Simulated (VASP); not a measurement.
Set up this calculation in VASP 6.6.1, as the native input.

| Property | Result |
| --- | --- |
| Task | single point |
| Functional | PBE |
| Potentials or basis | VASP PAW PBE potentials, release 64 (Os, I) |
| Cutoff | 520 eV |
| k mesh | 4 × 4 × 4 |
| Occupations | gaussian, width 0.1 eV |
| Spin | collinear spin, typed start |
| Starting moments | [1.0, 0.0] μB |
| Dipole correction | no |
| Further INCAR settings | ALGO = Normal; EDIFF = 1e-06; NBANDS = 18 |

The structure of OsI lies in POSCAR:

```
OsI
1.0
    3.8404660000      0.0000000000      0.0000000000
    0.0000000000      3.8404660000      0.0000000000
    0.0000000000      0.0000000000      3.8404660000
Os I
1 1
Direct
    0.5000000000      0.5000000000      0.5000000000
    0.0000000000      0.0000000000      0.0000000000
```

The cell was built by a generator and needn't be a form met in nature.

The cell isn't the ideal one: species swapped into the NdTl type (Pm-3m, No. 221).

One way to write it, as run:

INCAR

```
PREC = Accurate ; ENCUT = 520
EDIFF = 1E-6 ; ISMEAR = 0
SIGMA = 0.1 ; LREAL = False
LASPH = True ; NELM = 150
ALGO = Normal ; ISIF = 2
LWAVE = False ; LCHARG = False
ISPIN = 2 ; MAGMOM = 1 0
LORBIT = 11 ; LMAXMIX = 4
GGA = PE ; NBANDS = 18
```

KPOINTS

```
regular mesh
0
Gamma
  4 4 4
```

Potentials or basis: VASP PAW PBE potentials, release 64 (Os, I).

Launch:

```sh
$ cat potpaw_PBE.64/Os/POTCAR potpaw_PBE.64/I/POTCAR > POTCAR
$ mpirun -np 1 vasp_std > vasp.out
```

Results of the run:

The pressure is -18.8 GPa, the band gap on the k mesh is none (metal or under the smearing width) and the net moment is 0.64 μB per cell. The site moments are Os +0.68; I -0.01 μB and the valence electrons inside the program's atomic spheres are Os 6.39; I 4.07.

Caveat: the k mesh is coarse (spacing up to 0.41 Å⁻¹), so the values aren't converged; so large a pressure means that the cell lies far from this level's equilibrium, or that cutoff or potentials fall short.

Wall time 30 s on 1 thread of AMD EPYC 7R43 64-Core Processor (Zen 3) (shared host), peak memory 0.15 GiB.
